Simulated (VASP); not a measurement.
Data:

```xyz
12
Lattice="6.5012 0.0000 0.0000 0.0000 6.5012 0.0000 0.0000 0.0000 6.5012" Properties=species:S:1:pos:R:3 pbc="T T T"
Sb     4.0632     5.6885     0.8126
Sb     0.8126     4.0632     5.6885
Sb     4.0632     4.0632     4.0632
Sb     2.4379     2.4379     2.4379
Sb     5.6885     0.8126     4.0632
Sb     5.6885     2.4379     0.8126
Sb     0.8126     5.6885     2.4379
Sb     2.4379     0.8126     5.6885
Pt     0.0000     3.2506     3.2506
Pt     3.2506     0.0000     3.2506
Pt     0.0000     0.0000     0.0000
Pt     3.2506     3.2506     0.0000
```

Level of theory: LDA (Ceperley-Alder, Perdew-Zunger), VASP's LDA PAW potentials (set 64) (plane waves; VASP 6.6.1). Run with 240 eV cut-off, 2×2×2 Γ-centred mesh, first-order Methfessel-Paxton smearing of 0.50 eV, potentials Sb Pt.

At this cut-off the stress carries a Pulay error, which pulls relaxed volumes low.  Energy and stress use the plane-wave basis of the starting cell.

### Question
The ions, cell shape and volume are relaxed. Which structure does the run end with?

### Answer

```xyz
12
Lattice="6.4178 0.0000 0.0000 0.0000 6.4178 0.0000 0.0000 0.0000 6.4178" Properties=species:S:1:pos:R:3 pbc="T T T"
Sb     4.0215     5.6053     0.8126
Sb     0.8126     4.0215     5.6053
Sb     4.0215     4.0215     4.0215
Sb     2.3964     2.3964     2.3964
Sb     5.6053     0.8126     4.0215
Sb     5.6053     2.3964     0.8126
Sb     0.8126     5.6053     2.3964
Sb     2.3964     0.8126     5.6053
Pt     0.0000     3.2089     3.2089
Pt     3.2089     6.4178     3.2089
Pt     0.0000     6.4178     0.0000
Pt     3.2089     3.2089     0.0000
```
Space group Pa-3 (205), at a tolerance of 0.03 Å.

### Question
How do energy and volume change from the first to the last step?

### Answer
The energy (σ→0) changes by -15.4 meV/atom and the volume by -3.8 %, in 6 ionic steps.

| step | E(σ→0) (eV) | max force (eV/Å) | pressure (GPa) | volume (Å³) |
|---|---|---|---|---|
| 1 | -73.9725 | 0.225 | -4.26 | 274.77 |
| 2 | -73.9065 | 0.129 | 7.34 | 251.28 |
| 3 | -74.1506 | 0.193 | 0.06 | 264.43 |
| 4 | -74.1513 | 0.192 | 0.14 | 264.22 |
| 5 | -74.1578 | 0.063 | 0.08 | 264.30 |
| 6 | -74.1577 | 0.006 | 0.06 | 264.34 |

The structure is a typed PtSb2 crystal. This run relaxes it. Symmetry was kept, so distortions that lower it aren't found. The k-mesh is coarse (spacing up to 0.49 per Å, 2π included), so the numbers may not be converged in it. The run is one of a series of settings (EDIFFG = -0.01, ENCUT = 240, GGA removed, IBRION = 2, ISIF = 3, ISMEAR = 1, NSW = 50, SIGMA = 0.5, KPOINTS 2×2×2 Γ-centred mesh, POTCAR Sb Pt (LDA.64 set) against the base run), some of them coarse on purpose.
